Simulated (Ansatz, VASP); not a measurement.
## HfS2 (1T-HfS2 3 layers, AA) in two plane-wave programs

Wanted: the spread between two codes on one cell, functional and k mesh. Of the first pair: The structure shown is the start of the Ansatz relaxation below; VASP solves that cell, so the two are compared at the walk's first step.

Main program and level: Ansatz 0.2.0; plane waves, with VASP 6.6.1 beside it; single point at PBE with D3(BJ).

### Step 1. The starting structure

The cell holds 9 atoms: 6 S and 3 Hf. Cell: a = 3.640 Å, b = 3.640 Å, c = 55.073 Å, α = 90.0°, β = 90.0°, γ = 120.0°. Vacuum lies along c. The height across the vacuum is the one that the program set for its solve, not the one typed.

As a file:

```cif
data_structure
_symmetry_space_group_name_H-M 'P 1'
_symmetry_Int_Tables_number 1
_cell_length_a 3.6400
_cell_length_b 3.6400
_cell_length_c 55.0730
_cell_angle_alpha 90.000
_cell_angle_beta 90.000
_cell_angle_gamma 120.000
_cell_volume 631.93
loop_
_atom_site_label
_atom_site_type_symbol
_atom_site_fract_x
_atom_site_fract_y
_atom_site_fract_z
_atom_site_occupancy
S1 S 0.66667 0.33333 0.16342 1
S2 S 0.33333 0.66667 0.22175 1
S3 S 0.66667 0.33333 0.27622 1
S4 S 0.33333 0.66667 0.33454 1
S5 S 0.66667 0.33333 0.38902 1
S6 S 0.33333 0.66667 0.44734 1
Hf7 Hf 0.00000 0.00000 0.19258 1
Hf8 Hf 0.00000 0.00000 0.30538 1
Hf9 Hf 0.00000 0.00000 0.41818 1
```

### Step 2. Ansatz: relaxation, PBE with D3(BJ)

Ansatz runs on its default PAW (the set named soft_2) files.

The two programs are compared at the cell with which this relaxation starts, whose forces are those of its first step.

Contents of input.yaml:

```yaml
crystal:
  lattice:
    - [3.64, 0.0, 0.0]
    - [-1.82, 3.1523324698, 0.0]
    - [0.0, 0.0, 33.6364775722]
  atoms:
    - { symbol: S, position: [0.6666666667, 0.3333333333, 0.2675666612] }
    - { symbol: Hf, position: [0.0, 0.0, 0.3153148118] }
    - { symbol: S, position: [0.3333333333, 0.6666666667, 0.3630629624] }
    - { symbol: S, position: [0.6666666667, 0.3333333333, 0.4522518494] }
    - { symbol: Hf, position: [0.0, 0.0, 0.5] }
    - { symbol: S, position: [0.3333333333, 0.6666666667, 0.5477481506] }
    - { symbol: S, position: [0.6666666667, 0.3333333333, 0.6369370376] }
    - { symbol: Hf, position: [0.0, 0.0, 0.6846851882] }
    - { symbol: S, position: [0.3333333333, 0.6666666667, 0.7324333388] }
  periodic: [true, true, false]
kpoints:
  mp_grid: { grid: [12, 12, 1] }
hamiltonian:
  xc: pbe
  dispersion: d3bj
scf:
  occupations: { method: fermi_dirac, width: 0.05 }
  convergence: { dr2_threshold: 1.0e-09 }
relax:
  f_tol: 0.004
  max_steps: 90
  cell: {}
output:
  write_potential: true
  write_density: true
  volumetric_format: npy
```

Started as:

```console
$ ansatz run input.yaml --threads 4 --pin off --max-ram 6144MiB --backend cpu --events-out ev --progress --plain --runs-dir out
```

Numbers of over 12 decimals in the logs are rounded to 6 here.

Output:

```text
Warning: crystal.periodic: the lattice vector that does not repeat stood 0.000° off the slab's normal, 33.636 Å along it as the deck builds it. The run solves the slab on a vector along the normal, 55.073 Å long, with every atom where it was (on the deck's vector they left 18.00 Å outside them, and the widest stretch free of ions among them is 3.00 Å). A fractional position that the run reports is one of the run's ce [...]
Warning: relax.cell: scf.convergence.dr2_threshold = 1e-9 eV is looser than the 1.36938574533e-10 eV advised for a relaxation that steers and ends on the stress (1e-10 eV for each atom of the cell: 9, times the square of relax.cell.stress_2d_tol = 0.05 N/m over 25.6 Å (the atoms' height at the walk's start and 5 Å past either face), 1.950e-2 GPa, over a crystal's default 0.05). What an SCF threshold leaves in a stress goes as its square root, and in the free energy as the threshold itself, and one threshold admits the most on a small cell: [figures from the program's tests cut] Set scf.convergence.dr2_threshold to 1.36938574533e-10 eV or tighter. [rest of the remark cut]
crystal.periodic: the lattice vector that does not repeat stood 0.000° off the slab's normal, 33.636 Å along it as the deck builds it. The run solves the slab on a vector along the normal, 55.073 Å long, with every atom where it was (on the deck's vector they left 18.00 Å outside them, and the widest stretch free of ions among them is 3.00 Å). A fractional position that the run reports is one of the run's cell, which [...]
Engine: ansatz 0.2.0, aarch64-unknown-linux-gnu
Pseudopotentials: kind: paw
Pseudopotential: S, paw, valence charge 6, recommended cutoff 420 eV (normal), S.paw.azcp
Pseudopotential: Hf, paw, valence charge 26, recommended cutoff 420 eV (normal), Hf.paw.azcp
Functional definition: PBE
  parameter kappa = 0.804
[...]
SCF iter   5: F=—  HF=-52593.195465 eV  |F-HF|=—  |Δ(HF+E_count)|=   3.14e-5  Δρ=2.38e-5  dr2=3.14e-6  ethr=7.98e-9  ⟨swp⟩=3.6  Hψ=3234  notcnv=0
SCF iter   6: F=—  HF=-52593.195464 eV  |F-HF|=—  |Δ(HF+E_count)|=   6.81e-7  Δρ=8.23e-6  dr2=2.99e-7  ethr=2.76e-9  ⟨swp⟩=2.6  Hψ=2404  notcnv=0
SCF iter   7: F=—  HF=-52593.195464 eV  |F-HF|=—  |Δ(HF+E_count)|=   4.65e-8  Δρ=3.69e-6  dr2=1.68e-7  ethr=2.62e-10  ⟨swp⟩=3.7  Hψ=3280  notcnv=0
SCF iter   8: F=—  HF=-52593.195464 eV  |F-HF|=—  |Δ(HF+E_count)|=   5.46e-8  Δρ=9.96e-7  dr2=1.54e-8  ethr=1.47e-10  ⟨swp⟩=2.8  Hψ=2553  notcnv=0
SCF iter   9: F=-52593.195464 eV  HF=-52593.195464 eV  |F-HF|=4.66e-10  |Δ(HF+E_count)|=   1.82e-9  Δρ=2.66e-7  dr2=6.71e-10  ethr=1.00e-12  ⟨swp⟩=10.2  Hψ=12219  notcnv=0
SCF 7 converged in 9 iterations: F = -52593.195464 eV  dr2 = 6.71e-10
relax step   7: F+E_penalty+E_count = -52593.19546414 eV  Δ(F+E_penalty+E_count) = -1.933e-4 eV  max|allowed force component| = 1.354e-3 eV/Å  Δτ_max = 0.0182 Å  P = -0.007 N/m  Ω = 621.486 Å³  energy of the carried Pulay correction = +4.195e-4 eV  fix = [c, alpha, beta]  reactions: c -0.000 N/m  (9 SCF iters, accepted)
Initial wavefunctions: pseudopotential atomic-orbital guess (no wavefunctions were taken with the density)
iter 1 solved again at ethr=9.89e-8 eV; its pass at ethr=3.10e-3 eV (dr2=1.13e-4 eV) is discarded
SCF iter   1: F=—  HF=-52593.194995 eV  |F-HF|=—  |Δ(HF+E_count)|=         —  Δρ=8.54e-6  dr2=7.08e-8  ethr=9.89e-8  ⟨swp⟩=6.7  Hψ=14829  notcnv=0
SCF iter   2: F=—  HF=-52593.195003 eV  |F-HF|=—  |Δ(HF+E_count)|=   7.59e-6  Δρ=5.78e-6  dr2=9.13e-8  ethr=6.21e-11  ⟨swp⟩=4.9  Hψ=4899  notcnv=0
SCF iter   3: F=—  HF=-52593.195003 eV  |F-HF|=—  |Δ(HF+E_count)|=   8.82e-9  Δρ=2.88e-6  dr2=1.44e-8  ethr=6.21e-11  ⟨swp⟩=2.2  Hψ=2344  notcnv=0
SCF iter   4: F=—  HF=-52593.195003 eV  |F-HF|=—  |Δ(HF+E_count)|=   1.40e-8  Δρ=1.12e-6  dr2=6.40e-9  ethr=1.26e-11  ⟨swp⟩=3.2  Hψ=3073  notcnv=0
SCF iter   5: F=-52593.195003 eV  HF=-52593.195003 eV  |F-HF|=5.31e-10  |Δ(HF+E_count)|=   1.25e-9  Δρ=2.78e-7  dr2=1.61e-10  ethr=1.00e-12  ⟨swp⟩=15.3  Hψ=12838  notcnv=0
SCF 8 converged in 5 iterations: F = -52593.195003 eV  dr2 = 1.61e-10
relax step   8: F+E_penalty+E_count = -52593.19500253 eV  Δ(F+E_penalty+E_count) = +4.616e-4 eV  max|allowed force component| = 1.266e-3 eV/Å  Δτ_max = 0.0000 Å  P = -0.004 N/m  Ω = 621.486 Å³  fix = [c, alpha, beta]  reactions: c -0.000 N/m  stress off target by 3.77e-3 N/m on what of the cell is left free  SCF on the basis re-selected at this cell (its energy is not comparable with the rows above)  (5 SCF iters)
basis re-selected at this cell: Δ(F+E_penalty+E_count) = +4.616e-4 eV, ΔP = +0.004 N/m vs the last step (what re-selecting the basis moved, of the pressure what is left beyond the Pulay correction that the steps carried, after the strain that the cell walked since its last selection, with what the two solves' SCF thresholds leave and, on support functions, any second-order correction that the steps lacked; it is no m [...]
SCF converged after 5 iterations
Free energy (F): -52593.195003 eV
Harris-Foulkes:  -52593.195003 eV  (|F-HF|=5.31e-10)
Internal energy: -52593.195000 eV  (E = F + TS)
E sigma→0 (E₀):  -52593.195001 eV
Entropy (-TS):   -0.000002 eV (-0.000 meV/atom)
Fermi energy:    -5.769111 eV
--- Per-component energies (eV) ---
  E_band       = -2369.812622
  E_kinetic    = 1904.318413
  E_local      = -880187.937547  (includes V_loc(G=0)·N_el)
  E_nonlocal   = -3560.397308
  E_hartree    = 438276.084293
  E_xc         = -1482.763476
  E_vxc        = -1322.994899  (∫ρ·V_xc dr)
  E_paw        = -24382.454669  (= ΣΔE_a)
  E_vpaw       = 4245.029057  (= ΣTr[D̂ρ^β])
  E_aug_tail   = 0.000005  (compensation charges beyond the density's cutoff)
  E_ewald      = 416842.662219
  E_disp       = -2.706931  (pairwise vdW)
  E_smearing   = -0.000002  (= −TS)
  E_closure    = 0.000000  (closes the sum)
  Σ components = -52593.195003   (vs F -52593.195003, Δ=0.00e0)
--- Forces (eV/Å), atoms counted from 1 ---
  atom   1  S     -0.00000000     0.00000000     0.00027554
  atom   2  Hf     0.00000000    -0.00000000    -0.00000538
  atom   3  S      0.00000000    -0.00000000    -0.00096330
  atom   4  S      0.00000000     0.00000000     0.00126556
  atom   5  Hf    -0.00000000     0.00000000     0.00000000
  atom   6  S      0.00000000    -0.00000000    -0.00126556
  atom   7  S      0.00000000     0.00000000     0.00096330
  atom   8  Hf     0.00000000     0.00000000     0.00000538
  atom   9  S     -0.00000000    -0.00000000    -0.00027554
  max |Σ_I F_I| component: 2.89e-19 eV/Å
--- 2D stress c σ (N/m, compression-positive) ---
       -0.003765       0.000000       0.000000
        0.000000      -0.003765       0.000000
        0.000000       0.000000      -0.000000
  P = ½ c Tr σ = -0.0038 N/m
--- Band table (eV; the first three rows and the last of 19) ---
  k-point 0: bands = ["-68.2417", "-68.2408", "-68.2408", "-36.9322", "-36.9283", "-36.9283", "-36.8174", "-36.8174", "-36.8148", "-36.8148", "-36.8148", "-36.8148", "-19.4055", "-19.2819", "-19.1787", "-18.4623", "-18.4045", "-18.3770", "-18.1997", "-18.1991", "-18.1991", "-18.1806", "-18.1806", "-18.1792", "-18.1792", "-18.1792", "-18.1792", "-18.1709", "-18.1709", "-18.1700", "-18.1700", "-18.1700", "-18.1700", "- [...]
  k-point 1: bands = ["-68.2412", "-68.2403", "-68.2403", "-36.9294", "-36.9255", "-36.9255", "-36.8315", "-36.8289", "-36.8289", "-36.8206", "-36.8180", "-36.8180", "-19.3265", "-19.2043", "-19.1016", "-18.4524", "-18.3968", "-18.3707", "-18.1990", "-18.1983", "-18.1983", "-18.1796", "-18.1783", "-18.1783", "-18.1770", "-18.1755", "-18.1752", "-18.1717", "-18.1711", "-18.1706", "-18.1706", "-18.1702", "-18.1702", "- [...]
  k-point 2: bands = ["-68.2399", "-68.2390", "-68.2390", "-36.9220", "-36.9181", "-36.9181", "-36.8697", "-36.8669", "-36.8669", "-36.8292", "-36.8265", "-36.8265", "-19.1070", "-18.9906", "-18.8908", "-18.4234", "-18.3746", "-18.3525", "-18.1969", "-18.1963", "-18.1963", "-18.1770", "-18.1757", "-18.1757", "-18.1746", "-18.1736", "-18.1736", "-18.1718", "-18.1709", "-18.1709", "-18.1656", "-18.1649", "-18.1649", "- [...]
  k-point 18: bands = ["-68.2338", "-68.2329", "-68.2329", "-36.9597", "-36.9597", "-36.9569", "-36.9569", "-36.9566", "-36.9566", "-36.8860", "-36.8823", "-36.8823", "-18.2910", "-18.2910", "-18.2896", "-18.2896", "-18.2761", "-18.2761", "-18.1871", "-18.1870", "-18.1864", "-18.1864", "-18.1863", "-18.1863", "-18.1792", "-18.1792", "-18.1782", "-18.1782", "-18.1782", "-18.1782", "-18.1640", "-18.1630", "-18.1630", " [...]
  the weakly bound empty levels are not read free of the cell's end (no_gap_told)
--- Relaxed structure (7 steps of the walk, 7 accepted, 1 SCFs on fresh bases) ---
  F+E_penalty+E_count = -52593.19500253 eV   max|allowed force component| = 1.266e-3 eV/Å   (the final SCF, on the basis selected at the relaxed cell)
  cell:  # Å, volume = 621.4865 Å³
    - [3.609785, 0, 0]
    - [-1.804892, 3.126165, 0]
    - [0, 0, 55.072955]
  atoms:
    - { symbol: S, position: [0.666667, 0.333333, 0.173977] }
    - { symbol: Hf, position: [-8.828817606049707e-18, 0, 0.200466] }
    - { symbol: S, position: [0.333333, 0.666667, 0.226896] }
    - { symbol: S, position: [0.666667, 0.333333, 0.278962] }
    - { symbol: Hf, position: [0, 0, 0.305381] }
    - { symbol: S, position: [0.333333, 0.666667, 0.331800] }
    - { symbol: S, position: [0.666667, 0.333333, 0.383866] }
    - { symbol: Hf, position: [8.828817606049712e-18, 0, 0.410296] }
    - { symbol: S, position: [0.333333, 0.666667, 0.436785] }
```

Reading the cycles: dr2 is the Hartree energy of the density residual (eV), the measure of convergence; HF is the Harris–Foulkes estimate of the energy, which meets the free energy F at convergence.

(Continued in part 2 of 2.)

[Lines on the potential files, build, host, timing and source positions are cut from VASP's logs without a mark.]

[Logs are printed without paths, hosts, clocks, repeated set-up lines and the standing remarks that a program may print on its own settings, such as how far it seeks lower states.]

[Hosts, paths, dates, database ids (printed as entryN), source tags and the programs' standing remarks are cut or masked in the printed files.]
